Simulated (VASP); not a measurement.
Data:

```
CELL_PARAMETERS angstrom
      0.00000     2.57611     2.57611
      2.57611     0.00000     2.57611
      2.57611     2.57611     0.00000
ATOMIC_POSITIONS crystal
  Zr 0.00000 0.00000 0.00000
  O  0.25000 0.25000 0.25000
  O  0.75000 0.75000 0.75000
```

Computed with revTPSS meta-GGA, VASP's PBE PAW potentials (set 64) (plane waves; VASP). Numerical set-up: 520 eV cut-off, 8×8×8 Γ-centred mesh, Gaussian smearing of 0.050 eV, potentials Zr_sv O.

Question: Give the stress tensor in GPa (positive for a compressed cell).

Answer: 
```
-6.88   0.00   0.00
 0.00  -6.88   0.00
 0.00   0.00  -6.88
```
The pressure is its mean diagonal, -6.88 GPa.

The compound is ZrO2 in the fluorite structure, the high-temperature cubic form, which is unstable at 0 K; the monoclinic form is the stable one. This cell is one point of a volume scan, at 1.03 of the reference volume.
